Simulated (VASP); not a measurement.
VASP ran on this input.

KPOINTS:
```
Automatic mesh
0
Gamma
9 9 5
0 0 0
```

INCAR:
```
SYSTEM = Y
PREC = Accurate
ENCUT = 180
EDIFF = 1E-6
NELM = 100
ALGO = Normal
LREAL = .FALSE.
LASPH = .TRUE.
ISMEAR = 1
SIGMA = 0.1
GGA = PE
LMAXMIX = 4
LWAVE = .FALSE.
LCHARG = .FALSE.
ISIF = 3
IBRION = 2
NSW = 40
EDIFFG = -0.01
```

**POSCAR**
```
Y
1
    1.8250000000    -3.1609930000     0.0000000000
    1.8250000000     3.1609930000     0.0000000000
    0.0000000000     0.0000000000     5.7300000000
Y
2
Direct
  0.3333330000   0.6666670000   0.2500000000
  0.6666670000   0.3333330000   0.7500000000
```

POTCAR, in this order: Y_sv (PBE.64 set). Program: vasp_std.

Output of the run:

File standard output:
```
...
DAV:   6    -0.128452541787E+02    0.21020E-02   -0.20845E-03  1557   0.263E-01    0.238E-01
DAV:   7    -0.128474390913E+02   -0.21849E-02   -0.10017E-03  1346   0.180E-01    0.931E-02
DAV:   8    -0.128474059472E+02    0.33144E-04   -0.54750E-05  1400   0.401E-02    0.554E-02
DAV:   9    -0.128474017085E+02    0.42387E-05   -0.76081E-06  1182   0.105E-02    0.244E-02
DAV:  10    -0.128473665120E+02    0.35197E-04   -0.73901E-07   589   0.646E-03    0.606E-03
DAV:  11    -0.128473520157E+02    0.14496E-04   -0.31755E-07   582   0.427E-03    0.961E-04
DAV:  12    -0.128473484209E+02    0.35948E-05   -0.85279E-08   568   0.227E-03    0.408E-04
DAV:  13    -0.128473478054E+02    0.61548E-06   -0.26344E-08   561   0.103E-03
   2 F= -.12847348E+02 E0= -.12847537E+02  d E =-.114825E-01
 trial-energy change:   -0.011482  1 .order   -0.011940   -0.056104    0.032224
 step:   0.6279(harm=  0.6352)  dis= 0.00000  next Energy=   -12.853366 (dE=-0.175E-01)
 bond charge predicted
       N       E                     dE             d eps       ncg     rms          rms(c)
DAV:   1    -0.129448093966E+02   -0.97461E-01   -0.19527E+00  1558   0.992E+00    0.214E+00
DAV:   2    -0.128655013537E+02    0.79308E-01   -0.24084E-01  1432   0.327E+00    0.105E+00
DAV:   3    -0.128458655837E+02    0.19636E-01   -0.18428E-01  1690   0.219E+00    0.609E-01
DAV:   4    -0.128500385021E+02   -0.41729E-02   -0.13216E-02  1349   0.610E-01    0.301E-01
DAV:   5    -0.128529427301E+02   -0.29042E-02   -0.10547E-02  1893   0.336E-01    0.146E-01
DAV:   6    -0.128535446567E+02   -0.60193E-03   -0.62311E-04  1913   0.123E-01    0.618E-02
DAV:   7    -0.128533826582E+02    0.16200E-03   -0.14975E-04  1570   0.578E-02    0.235E-02
DAV:   8    -0.128534475699E+02   -0.64912E-04   -0.90769E-06  1349   0.154E-02    0.106E-02
DAV:   9    -0.128534504808E+02   -0.29109E-05   -0.89135E-07   666   0.579E-03    0.403E-03
DAV:  10    -0.128534646989E+02   -0.14218E-04   -0.25301E-07   575   0.344E-03    0.741E-04
DAV:  11    -0.128534664157E+02   -0.17168E-05   -0.89361E-08   561   0.131E-03    0.564E-04
DAV:  12    -0.128534673633E+02   -0.94756E-06   -0.40139E-08   561   0.961E-04
   3 F= -.12853467E+02 E0= -.12853468E+02  d E =-.176020E-01
 curvature:  -0.32 expect dE=-0.693E-05 dE for cont linesearch -0.240E-07
 ZBRENT: interpolating
 opt :   0.6405  next Energy=   -12.853467 (dE=-0.176E-01)
 bond charge predicted
       N       E                     dE             d eps       ncg     rms          rms(c)
DAV:   1    -0.128535655952E+02   -0.99180E-04   -0.22394E-03  1636   0.334E-01    0.723E-02
DAV:   2    -0.128535108018E+02    0.54793E-04   -0.25467E-04  1501   0.107E-01    0.342E-02
DAV:   3    -0.128534631676E+02    0.47634E-04   -0.19028E-04  1675   0.715E-02    0.197E-02
DAV:   4    -0.128534441378E+02    0.19030E-04   -0.14480E-05  1178   0.193E-02    0.102E-02
DAV:   5    -0.128534725066E+02   -0.28369E-04   -0.91972E-06  1094   0.100E-02    0.447E-03
DAV:   6    -0.128534523133E+02    0.20193E-04   -0.50913E-07   568   0.438E-03    0.291E-03
DAV:   7    -0.128534644789E+02   -0.12166E-04   -0.25402E-07   561   0.344E-03    0.223E-03
DAV:   8    -0.128534653544E+02   -0.87549E-06   -0.86797E-08   561   0.157E-03
   4 F= -.12853465E+02 E0= -.12853472E+02  d E =-.176000E-01
 curvature:  -0.32 expect dE=-0.117E-04 dE for cont linesearch -0.485E-05
 ZBRENT: accuracy reached
 trial: gam= 0.00000 g(F)=  0.144E-39 g(S)=  0.362E-04 ort =-0.918E-03 (trialstep = 0.928E+00)
 search vector abs. value=  0.362E-04
 bond charge predicted
       N       E                     dE             d eps       ncg     rms          rms(c)
DAV:   1    -0.128537072702E+02   -0.24279E-03   -0.62896E-03  1395   0.592E-01    0.103E-01
DAV:   2    -0.128534546341E+02    0.25264E-03   -0.49850E-04  1279   0.154E-01    0.471E-02
DAV:   3    -0.128534509307E+02    0.37034E-05   -0.39851E-04  1787   0.107E-01    0.282E-02
DAV:   4    -0.128534995356E+02   -0.48605E-04   -0.20024E-05  1255   0.246E-02    0.174E-02
DAV:   5    -0.128534667164E+02    0.32819E-04   -0.17267E-05  1374   0.145E-02    0.798E-03
DAV:   6    -0.128534851719E+02   -0.18455E-04   -0.83904E-07   582   0.695E-03    0.535E-03
DAV:   7    -0.128534656344E+02    0.19538E-04   -0.76348E-07   568   0.667E-03    0.552E-03
DAV:   8    -0.128534753439E+02   -0.97095E-05   -0.21200E-07   561   0.363E-03    0.129E-03
DAV:   9    -0.128534780284E+02   -0.26845E-05   -0.43304E-08   561   0.150E-03    0.836E-04
DAV:  10    -0.128534788798E+02   -0.85142E-06   -0.85736E-09   561   0.634E-04
   5 F= -.12853479E+02 E0= -.12853464E+02  d E =-.135254E-04
 trial-energy change:   -0.000014  1 .order   -0.000018   -0.000034   -0.000002
 step:   0.9732(harm=  0.9732)  dis= 0.00000  next Energy=   -12.853483 (dE=-0.176E-04)
 reached required accuracy - stopping structural energy minimisation
```

### OUTCAR
```
------------------------ aborting loop because EDIFF is reached ----------------------------------------
  FORCE on cell =-STRESS in cart. coord.  units (eV):
  Direction    XX          YY          ZZ          XY          YZ          ZX
  --------------------------------------------------------------------------------------
  Total        0.0000731      0.0000731     -0.0104709      0.0000000      0.0000000      0.0000000
  in kB        0.0018429      0.0018429     -0.2640748      0.0000000      0.0000000      0.0000000
  external PRESSURE =      -0.0867963 kB  Pullay stress =       0.0000000 kB
  volume of cell :       63.53
      direct lattice vectors                 reciprocal lattice vectors
     1.803010000 -3.122905193  0.000000000     0.277314047 -0.160107326  0.000000000
     1.803010000  3.122905193 -0.000000000     0.277314047  0.160107326  0.000000000
    -0.000000000  0.000000000  5.641323258     0.000000000  0.000000000  0.177263375
 POSITION                                       TOTAL-FORCE (eV/Angst)
 -----------------------------------------------------------------------------------
      1.80301      1.04097      1.41033        -0.000000     -0.000000      0.000000
      1.80301     -1.04097      4.23099         0.000000      0.000000     -0.000000
 -----------------------------------------------------------------------------------
    total drift:                                0.000000      0.000512     -0.000011
  FREE ENERGIE OF THE ION-ELECTRON SYSTEM (eV)
  ---------------------------------------------------
  free  energy   TOTEN  =       -12.8534788798 eV

  energy  without entropy=      -12.8534339362  energy(sigma->0) =      -12.85346390

 reached required accuracy - stopping structural energy minimisation
```
(Selected blocks of OUTCAR.)

Problem. Read the log: what went wrong, and how is it fixed?

Solution. The cause: ENCUT is too low for a cell relaxation, so Pulay stress biases the volume. The run ends without an error. Against the sound run, the energy per atom (σ→0) rises by 0.005 eV/atom; the pressure falls by 0.01 GPa; the volume decreases by 3.1 %. To mend it, set ENCUT = 400.

The mended run (PBE GGA, plane waves, VASP's PBE PAW potentials (set 64)) converges, and its OSZICAR ends with
```
   5 F= -.12863227E+02 E0= -.12862974E+02  d E =-.100949E-03
```

The compound is Y in the hcp structure.
